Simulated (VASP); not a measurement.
# Sb2Te4O (C2/m) in VASP: a series of runs

One crystal, Sb2Te4O, is run at these levels: PBE; tasks: relaxation of cell and atoms.

All numbers are computed with VASP 6.6.1; they aren't measurements. Logs are shortened: lines on timing, memory, paths and dates and some standing lists are left out, and cuts for length are marked.

### 1 The crystal as given

The structure is monoclinic, space group C2/m (No. 12). The conventional cell has a = 8.371 Å, b = 4.156 Å, c = 13.397 Å, α = 90.00°, β = 105.72°, γ = 90.00°. Around Sb (site symmetry m) lie 1 O at 1.97 Å. Te (site symmetry m) is surrounded by 2 Sb at 2.88 Å. Around Te (site symmetry m) lie 2 Te at 2.86 Å. Around O (site symmetry 2/m) lie 2 Sb at 1.97 Å.

The cell was built by a generator and needn't be a form met in nature.

### 2 Relaxation of cell and atoms, PBE

File INCAR:

```
SYSTEM = Sb2Te4O
PREC     = Accurate       ! precision mode
ENCUT    = 520            ! plane-wave cutoff, eV
EDIFF    = 1E-6           ! SCF threshold, eV
ISMEAR   = 0              ! smearing method
SIGMA    = 0.1            ! smearing width, eV
LREAL    = .False.        ! projectors in reciprocal space
LASPH    = .True.         ! aspherical terms in the spheres
NELM     = 120            ! most SCF steps
ALGO     = Normal         ! electronic algorithm
ISIF     = 3              ! what is computed and relaxed
LWAVE    = .False.        ! write WAVECAR
LCHARG   = .False.        ! write CHGCAR
GGA      = PE             ! functional
IBRION   = 2              ! ionic algorithm
NSW      = 90             ! ionic steps
EDIFFG   = -0.01          ! ionic threshold
KPAR     = 4
```

File KPOINTS:

```
regular mesh
0
Gamma
  8 8 4
  0 0 0
```

File POSCAR:

```
Sb2Te4O
1.0
    4.1857149900     -2.0780000000      0.0000000000
    4.1857149900      2.0780000000      0.0000000000
   -3.6296250500      0.0000000000     12.8962024600
Sb Te O
2 4 1
Direct
    0.8544507600      0.8544507600      0.0931326200
    0.1455492400      0.1455492400      0.9068673800
    0.5095210900      0.5095210900      0.2353186300
    0.4904789100      0.4904789100      0.7646813700
    0.7448489300      0.7448489300      0.5724500100
    0.2551510700      0.2551510700      0.4275499900
    0.0000000000      0.0000000000      0.0000000000
```

Potentials or basis: VASP PAW PBE potentials, release 64 (Sb, Te, O).

Command:

```bash
cat potpaw_PBE.64/Sb/POTCAR potpaw_PBE.64/Te/POTCAR potpaw_PBE.64/O/POTCAR > POTCAR
mpirun -np 4 vasp_std > vasp.out
```

OUTCAR:

```text
SYSTEM = Sb2Te4O
   PREC = Accurate
   ENCUT = 520
   EDIFF = 1E-6
   ISMEAR = 0
   LREAL = .False.
   LASPH = .True.
   NELM = 120
   ISIF = 3
   GGA = PE
   IBRION = 2
   NSW = 90
   EDIFFG = -0.01

 ion  position               nearest neighbor table
   1  0.854  0.854  0.093-   7 1.97   3 2.88   3 2.88   2 3.35   2 3.35
   2  0.146  0.146  0.907-   7 1.97   4 2.88   4 2.88   1 3.35   1 3.35
   3  0.510  0.510  0.235-   1 2.88   1 2.88   6 3.51   6 3.51
   4  0.490  0.490  0.765-   2 2.88   2 2.88   5 3.51   5 3.51
   5  0.745  0.745  0.572-   6 2.86   6 2.86   4 3.51   4 3.51
   6  0.255  0.255  0.428-   5 2.86   5 2.86   3 3.51   3 3.51
   7  0.000  0.000  0.000-   1 1.97   2 1.97

  LATTYP: Found a base centered monoclinic cell.
 ALAT       =     8.3714299800
 B/A-ratio  =     0.4964504284
 C/A-ratio  =     1.6003534176
 COS(beta)  =    -0.2709232101

  Lattice vectors:

 A1 = (   4.1857149900,  -2.0780000000,   0.0000000000)
 A2 = (   4.1857149900,   2.0780000000,   0.0000000000)
 A3 = (  -3.6296250500,   0.0000000000,  12.8962024600)

Analysis of symmetry for initial positions (statically):
=====================================================================
 Subroutine PRICEL returns:
 Original cell was already a primitive cell.

 Routine SETGRP: Setting up the symmetry group for a
 base centered monoclinic supercell.

 Subroutine GETGRP returns: Found  4 space group operations
 (whereof  4 operations were pure point group operations)
 out of a pool of  4 trial point group operations.

The static configuration has the point symmetry C_2h.

Analysis of symmetry for dynamics (positions and initial velocities):
=====================================================================
 Subroutine PRICEL returns:
 Original cell was already a primitive cell.

 Routine SETGRP: Setting up the symmetry group for a
 base centered monoclinic supercell.

 Subroutine GETGRP returns: Found  4 space group operations
 (whereof  4 operations were pure point group operations)
 out of a pool of  4 trial point group operations.

The dynamic configuration has the point symmetry C_2h.

 Subroutine INISYM returns: Found  4 space group operations
 (whereof  4 operations are pure point group operations),
 and found     1 'primitive' translations

----------------------------------------------------------------------------------------

                                     Primitive cell

  volume of cell :     224.3402

  direct lattice vectors                    reciprocal lattice vectors
     4.185714990 -2.078000000  0.000000000     0.119453905 -0.240615977  0.033620198
     4.185714990  2.078000000  0.000000000     0.119453905  0.240615977  0.033620198
    -3.629625050  0.000000000 12.896202460     0.000000000  0.000000000  0.077542207

  length of vectors
     4.673146047  4.673146047 13.397246579     0.270731604  0.270731604  0.077542207

  position of ions in fractional coordinates (direct lattice)
     0.854450760  0.854450760  0.093132620
     0.145549240  0.145549240  0.906867380
     0.509521090  0.509521090  0.235318630
     0.490478910  0.490478910  0.764681370
     0.744848930  0.744848930  0.572450010
     0.255151070  0.255151070  0.427549990
     0.000000000  0.000000000  0.000000000

  ion indices of the primitive-cell ions
   primitive index   ion index
                 1           1
                 2           2
                 3           3
                 4           4
                 5           5
                 6           6
                 7           7

----------------------------------------------------------------------------------------

 KPOINTS: regular mesh

Automatic generation of k-mesh.
 Grid dimensions read from file:
 generate k-points for:    8    8    4

 Generating k-lattice:

  Cartesian coordinates                     Fractional coordinates (reciprocal lattice)
     0.014931738 -0.030076997  0.004202525     0.125000000  0.000000000 -0.000000000
     0.014931738  0.030076997  0.004202525     0.000000000  0.125000000 -0.000000000
     0.000000000  0.000000000  0.019385552     0.000000000  0.000000000  0.250000000

  Length of vectors
     0.033841451  0.033841451  0.019385552

  Shift w.r.t. Gamma in fractional coordinates (k-lattice)
     0.000000000  0.000000000  0.000000000

 Subroutine IBZKPT returns following result:
 ===========================================

 Found     78 irreducible k-points:

 Following reciprocal coordinates:
            Coordinates               Weight
  0.000000  0.000000  0.000000      1.000000
  0.125000  0.000000 -0.000000      4.000000
  0.250000  0.000000 -0.000000      4.000000
  0.375000  0.000000 -0.000000      4.000000
  0.500000  0.000000 -0.000000      2.000000
  0.125000  0.125000 -0.000000      2.000000
[... 16 lines left out ...]
  0.125000  0.000000  0.250000      4.000000
  0.250000  0.000000  0.250000      4.000000
 [... further k-points ...]
[... 17 lines left out ...]
   NELM   =    120;   NELMIN=  2; NELMDL= -5     # of ELM steps
   EDIFF  = 0.1E-05   stopping-criterion for ELM
   LREAL  =      F    real-space projection
   EDIFFG = -.1E-01   stopping-criterion for IOM
   NSW    =     90    number of steps for IOM
   IBRION =      2    ionic relax: 0-MD 1-quasi-New 2-CG
   NFREE  =      1    steps in history (QN), initial steepest desc. (CG)
   ISIF   =      3    stress and relaxation
   ISYM   =      2    0-nonsym 1-usesym 2-fastsym
   POTIM  = 0.5000    time-step for ionic-motion
   TEBEG  =    0.0;   TEEND  =   0.0 temperature during run
   PSTRESS=    0.0 pullay stress
   NELECT =      40.0000    total number of electrons
   NUPDOWN=      -1.0000    fix difference up-down
   EMIN   =  10.00;   EMAX   =-10.00  energy-range for DOS
   EFERMI =   0.00;   METHOD = LEGACY
   ISMEAR =     0;   SIGMA  =   0.10  broadening in eV -4-tet -1-fermi 0-gaus
   EFERMI_NEDOS =   21; number of points for ismear=-14 and -15
   IALGO  =     38    algorithm
   IMIX   =      4    mixing-type and parameters
     AMIX     =   0.40;   BMIX     =  1.00
     AMIX_MAG =   1.60;   BMIX_MAG =  1.00
  volume/ion in A,a.u.               =      32.05       216.27
  Fermi-wavevector in a.u.,A,eV,Ry     =   0.921423  1.741237 11.551628  0.849021
  Thomas-Fermi vector in A             =   2.046838
   LORBIT       =      0    0 simple, 1 ext, 2 COOP (PROOUT), +10 PAW based schemes
   GGA     = PE    functional components
   LHFCALC =     F    Hartree Fock is set to
   AEXX    =    0.0000 exact exchange contribution
   IVDW    =     0    specifies the selected vdW correction
   LEPSILON=     F    determine dielectric tensor
   LRPA    =     F    only Hartree local field effects (RPA)
 conjugate gradient relaxation of ions
 non-spin polarized calculation
 Gauss-broadening in eV      SIGMA  =   0.10
  energy-cutoff  :      520.00
  volume of cell :      224.34
 maximum number of plane-waves:      6062
   NGX = 17   NGY = 17   NGZ = 49

--------------------------------------- Ionic step        1  -------------------------------------------

 number of electron      40.0000003 magnetization

 Free energy of the ion-electron system (eV)
  ---------------------------------------------------
  ext. energy  EPLUGINS =         0.00000000
  ---------------------------------------------------
  free energy    TOTEN  =       -27.02849118 eV

  energy without entropy =      -27.02285354  energy(sigma->0) =      -27.02567236

------------------------ aborting loop because EDIFF is reached ----------------------------------------

  FORCE on cell =-STRESS in cart. coord.  units (eV):
  Direction    XX          YY          ZZ          XY          YZ          ZX
  --------------------------------------------------------------------------------------
  -------------------------------------------------------------------------------------
  Total        1.9907193      0.9198348      1.1195000      0.0000000      0.0000000     -0.5871955
  in kB       14.2171835      6.5692134      7.9951690      0.0000000      0.0000000     -4.1935929
  external PRESSURE =       9.5938553 kB  Pullay stress =       0.0000000 kB
[... 104 lines left out ...]
  FREE ENERGIE OF THE ION-ELECTRON SYSTEM (eV)
  ---------------------------------------------------
  free  energy   TOTEN  =       -27.0457938589 eV

  energy  without entropy=      -27.0400252346  energy(sigma->0) =      -27.04290955

[... ionic steps 4 to 33 ...]

--------------------------------------- Ionic step       34  -------------------------------------------

 number of electron      40.0000001 magnetization

------------------------ aborting loop because EDIFF is reached ----------------------------------------
[... 77 lines left out ...]
--------------------------------------- Ionic step       36  -------------------------------------------

 number of electron      40.0000001 magnetization

 Free energy of the ion-electron system (eV)
  ---------------------------------------------------
  ext. energy  EPLUGINS =         0.00000000
  ---------------------------------------------------
  free energy    TOTEN  =       -27.07663518 eV

  energy without entropy =      -27.07163020  energy(sigma->0) =      -27.07413269

 E-fermi :   4.8258     XC(G=0):  -8.4806

 val. band max:        4.8033206735   @ k =   0.5000   0.0000   0.5000
 cond. band min:       4.8966586315   @ k =   0.1250   0.1250   0.2500
 fundamental gap:      0.0933379579
 Fermi energy:         4.8257927573

 k-point     1 :       0.0000    0.0000    0.0000
  band No.  band energies     occupation
      1     -14.3890      2.00000
      2      -8.4799      2.00000
      3      -7.6138      2.00000
      4      -7.1671      2.00000
      5      -5.1472      2.00000
      6      -4.1287      2.00000
[... 637 lines left out ...]
     23       6.3467      0.00000
     24       6.5296      0.00000

 [... further k-points ...]

------------------------ aborting loop because EDIFF is reached ----------------------------------------

  FORCE on cell =-STRESS in cart. coord.  units (eV):
  Direction    XX          YY          ZZ          XY          YZ          ZX
  --------------------------------------------------------------------------------------
  -------------------------------------------------------------------------------------
  Total        0.0203967      0.0451889      0.0078350      0.0000000      0.0000000     -0.0069693
  in kB        0.1374773      0.3045807      0.0528091      0.0000000      0.0000000     -0.0469745
  external PRESSURE =       0.1649557 kB  Pullay stress =       0.0000000 kB
[... 22 lines left out ...]
  FREE ENERGIE OF THE ION-ELECTRON SYSTEM (eV)
  ---------------------------------------------------
  free  energy   TOTEN  =       -27.0766351809 eV

  energy  without entropy=      -27.0716301990  energy(sigma->0) =      -27.07413269

 reached required accuracy - stopping structural energy minimisation
```

Wall time 23 min (4 MPI ranks of Intel Xeon 6975P-C (Granite Rapids), shared host); peak memory 0.7 GiB.

What came out:

| Property | Result |
| --- | --- |
| Free energy | -27.0766 eV |
| Relaxed volume | 33.96 Å³/atom |
| Relaxed cell | a = 4.919 Å, b = 4.919 Å, c = 13.384 Å, α = 105.44°, β = 105.44°, γ = 50.17° |
| Space group after relaxing (to 0.05 Å) | C2/m (No. 12) |
| Energy gained by relaxing | 6.9 meV/atom |
| Ionic steps | 36 |
| Pressure after relaxing | 0.0 GPa |
| Largest force after relaxing | 0.009 eV/Å |
| Band gap on the k mesh | none (metal or under the smearing width) |

Forces in eV/Å, atoms in the order of the input:
```
Sb   0.004  0.000 -0.009
Sb  -0.004  0.000  0.009
Te   0.000  0.000 -0.007
Te   0.000  0.000  0.007
Te   0.002  0.000  0.006
Te  -0.002  0.000 -0.006
O    0.000  0.000  0.000
```

The path:
```tsv
step	energy change (eV)	largest force (eV/Å)	pressure (GPa)	volume (Å³)
1	0.0000	0.4089	0.96	224.34
2	-0.0055	0.4448	-0.69	230.62
3	-0.0173	0.1943	0.04	227.72
4	-0.0231	0.1147	0.03	228.62
5	-0.0272	0.1392	0.05	230.45
6	-0.0314	0.1078	0.02	231.67
7	-0.0346	0.1181	-0.02	233.96
8	-0.0381	0.0531	0.03	234.71
9	-0.0384	0.1213	0.07	235.05
10	-0.0401	0.0981	0.02	235.47
11	-0.0430	0.0716	-0.12	236.74
12	-0.0431	0.0873	-0.15	237.11
13	-0.0441	0.0489	-0.05	236.76
14	-0.0443	0.0541	0.05	236.45
15	-0.0447	0.0433	0.04	236.55
16	-0.0454	0.0380	-0.02	236.85
17	-0.0455	0.0554	-0.04	237.00
18	-0.0459	0.0448	-0.03	236.95
19	-0.0466	0.0344	0.03	236.79
20	-0.0467	0.0348	0.05	236.72
21	-0.0470	0.0298	-0.02	236.93
22	-0.0470	0.0237	-0.02	236.91
23	-0.0472	0.0206	-0.01	236.85
24	-0.0475	0.0177	0.03	236.65
25	-0.0474	0.0222	0.12	236.26
26	-0.0476	0.0187	0.06	236.49
27	-0.0477	0.0228	0.01	236.80
28	-0.0477	0.0254	-0.02	236.94
29	-0.0478	0.0204	0.00	237.07
30	-0.0479	0.0307	0.02	237.45
31	-0.0479	0.0274	0.01	237.36
32	-0.0481	0.0168	0.02	237.53
33	-0.0480	0.0489	0.02	237.83
34	-0.0481	0.0337	0.00	237.73
35	-0.0481	0.0197	0.00	237.63
36	-0.0481	0.0094	0.02	237.71
```

Final structure:
```
Sb Te O
1.0
     4.45496   -2.08545   -0.01347
     4.45496    2.08545   -0.01347
    -3.89665    0.00000   12.80465
Sb Te O
2 4 1
Cartesian
  7.3562 0.0000 1.1975
  -2.3429 0.0000 11.5802
  3.6938 0.0000 3.0384
  1.3195 0.0000 9.7393
  4.3512 0.0000 7.2710
  0.6621 0.0000 5.5067
  0.0000 0.0000 0.0000
```

The run has no spin-orbit coupling, so splittings on Sb, Te are missing.

### 3 Relaxation of cell and atoms, PBE

This run uses another cell than the first one, of 33.96 Å³/atom, 1.060 times its volume.

INCAR: that of step 2 with these lines changed.

```diff
@@ -3,3 +3,3 @@
 ENCUT    = 520            ! plane-wave cutoff, eV
-EDIFF    = 1E-6           ! SCF threshold, eV
+EDIFF    = 1E-7           ! SCF threshold, eV
 ISMEAR   = 0              ! smearing method
@@ -15,4 +15,5 @@
 IBRION   = 2              ! ionic algorithm
-NSW      = 90             ! ionic steps
-EDIFFG   = -0.01          ! ionic threshold
+NSW      = 60             ! ionic steps
+EDIFFG   = -0.005         ! ionic threshold
+POTIM    = 0.3            ! step
 KPAR     = 4
```

KPOINTS is that of step 2.

File POSCAR:

```
Sb2Te4O                                 
1.0
    4.4549560685     -2.0854477442     -0.0134744714
    4.4549560685      2.0854477442     -0.0134744714
   -3.8966501007      0.0000000000     12.8046457520
  Sb              Te              O             
     2     4     1
Direct
     0.8673143306208922    0.8673143306208922    0.0953486486996250
     0.1326856693791078    0.1326856693791078    0.9046513513003749
     0.5188221991930528    0.5188221991930528    0.2383787720654436
     0.4811778008069472    0.4811778008069472    0.7616212279345562
     0.7373671222886213    0.7373671222886213    0.5693921929094581
     0.2626328777113791    0.2626328777113791    0.4306078070905419
     0.0000000000000000    0.0000000000000000    0.0000000000000000
```

Potentials or basis: VASP PAW PBE potentials, release 64 (Sb, Te, O).

Command:

```bash
cat potpaw_PBE.64/Sb/POTCAR potpaw_PBE.64/Te/POTCAR potpaw_PBE.64/O/POTCAR > POTCAR
mpirun -np 4 vasp_std > vasp.out
```

Wall time 27 min (4 MPI ranks of Intel Xeon 6975P-C (Granite Rapids), shared host); peak memory 0.74 GiB.

The run converged. Its results:

```
Free energy                            : -27.0797 eV
Relaxed volume                         : 34.27 Å³/atom
Relaxed cell                           : a = 4.964 Å, b = 4.964 Å, c = 13.385 Å, α = 106.04°, β = 106.04°, γ = 49.78°
Space group after relaxing (to 0.05 Å) : C2/m (No. 12)
Energy gained by relaxing              : 0.1 meV/atom
Ionic steps                            : 38
Pressure after relaxing                : 0.0 GPa
Largest force after relaxing           : 0.004 eV/Å
Band gap on the k mesh                 : none (metal or under the smearing width)
```

Forces in eV/Å, atoms in the order of the input:
```
Sb   0.002  0.000 -0.003
Sb  -0.002  0.000  0.003
Te  -0.001  0.000  0.000
Te   0.001  0.000  0.000
Te   0.001  0.000 -0.003
Te  -0.001  0.000  0.003
O    0.000  0.000  0.000
```

Step by step:
```csv
step,energy change (eV),largest force (eV/Å),pressure (GPa),volume (Å³)
1,0.0000,0.0093,0.03,237.71
2,0.0000,0.0108,0.01,237.82
3,0.0000,0.0189,-0.03,238.16
4,0.0000,0.0164,-0.03,238.08
5,0.0000,0.0132,-0.02,237.95
6,-0.0001,0.0099,0.00,237.97
7,-0.0001,0.0062,0.01,238.03
8,-0.0001,0.0233,0.04,238.16
9,-0.0001,0.0175,0.03,238.13
10,-0.0002,0.0164,0.04,238.16
11,-0.0002,0.0138,0.03,238.24
12,-0.0002,0.0090,0.03,238.42
13,-0.0003,0.0168,0.02,238.77
14,-0.0003,0.0142,0.01,238.86
15,-0.0003,0.0219,-0.03,239.14
16,-0.0003,0.0195,-0.03,239.17
17,-0.0004,0.0161,-0.03,239.26
18,-0.0004,0.0288,-0.01,239.43
19,-0.0004,0.0184,-0.02,239.32
20,-0.0004,0.0130,-0.01,239.28
21,-0.0004,0.0091,0.01,239.25
22,-0.0004,0.0121,0.04,239.17
23,-0.0004,0.0104,0.03,239.21
24,-0.0005,0.0090,0.01,239.29
25,-0.0005,0.0153,-0.01,239.42
26,-0.0005,0.0122,-0.01,239.46
27,-0.0005,0.0161,-0.01,239.54
28,-0.0005,0.0109,0.00,239.55
29,-0.0006,0.0103,0.02,239.57
30,-0.0006,0.0080,0.00,239.67
31,-0.0006,0.0145,-0.01,239.74
32,-0.0006,0.0116,-0.01,239.72
33,-0.0006,0.0081,-0.01,239.70
34,-0.0006,0.0085,0.00,239.72
35,-0.0006,0.0096,-0.01,239.80
36,-0.0007,0.0122,-0.01,239.94
37,-0.0007,0.0031,0.01,239.90
38,-0.0007,0.0037,0.00,239.92
```

Final structure:
```yaml
crystal:
  lattice:
    - [4.50297, -2.08951, -0.03103]
    - [4.50297, 2.08951, -0.03103]
    - [-3.98910, 0.00000, 12.77679]
  atoms:
    - { symbol: Sb, position: [0.86873, 0.86873, 0.09446] }
    - { symbol: Sb, position: [0.13127, 0.13127, 0.90554] }
    - { symbol: Te, position: [0.51802, 0.51802, 0.23845] }
    - { symbol: Te, position: [0.48198, 0.48198, 0.76155] }
    - { symbol: Te, position: [0.73916, 0.73916, 0.56964] }
    - { symbol: Te, position: [0.26084, 0.26084, 0.43036] }
    - { symbol: O, position: [0.00000, 0.00000, 0.00000] }
```

Levels at points of the mesh, in eV from the Fermi level:
```csv
k point,band 18,band 19,band 20,band 21,band 22,band 23
"(0.00, 0.00, 0.00)",-1.50,-1.13,-0.75,0.43,0.58,0.79
"(0.50, 0.00, 0.00)",-1.77,-1.40,-1.25,0.88,0.96,1.13
"(0.50, 0.50, 0.00)",-1.56,-1.35,-0.11,0.36,0.69,1.22
"(0.00, 0.00, 0.50)",-1.52,-1.24,-0.55,-0.11,0.42,0.95
"(0.50, 0.00, 0.50)",-1.46,-1.44,-1.05,0.00,0.47,1.10
"(0.50, 0.50, 0.50)",-1.43,-1.35,-0.24,0.21,0.63,1.01
```

Spin-orbit coupling is left out, which matters for the levels of Sb, Te.
